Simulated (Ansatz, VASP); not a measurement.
# AlB2C2 in VASP and in Ansatz

```xyz
5
Lattice="5.2286 0.0000 0.0000 -2.6143 4.5281 0.0000 0.0000 0.0000 2.8044" Properties=species:S:1:pos:R:3 pbc="T T T"
Al    0.0000    0.0000    1.4022
B     0.0000    3.0187    1.4022
B     2.6143    1.5094    1.4022
C     0.0000    3.0187    0.0000
C     2.6143    1.5094    0.0000
```

Alike in both runs: functional PBE; k mesh 9 × 9 × 14; occupations gaussian, width 0.1 eV; no spin polarisation.

Ansatz relaxed the structure, and its values are those at the end. VASP's run is a single point on that final structure, the one shown.

|  | VASP | Ansatz |
| --- | --- | --- |
| version | VASP 6.6.1 | Ansatz 0.2.0 |
| potentials or method | VASP PAW PBE potentials, release 64 (Al, B, C) | scalar-relativistic, plane waves, PAW |
| plane-wave cutoff (eV) | 520 | 420 |
| valence electrons in the cell | 17 | 17 |

Ansatz gave:

| Property | Result |
| --- | --- |
| gap on the k mesh at the Fermi level (eV) | none |
| pressure (GPa) | 0.0 |

**Question.** Estimate VASP's values.

**Answer.** gap on the k mesh at the Fermi level (eV): none; pressure (GPa): -0.1.

A gap of «none» marks a metal or a gap that the smearing closes.
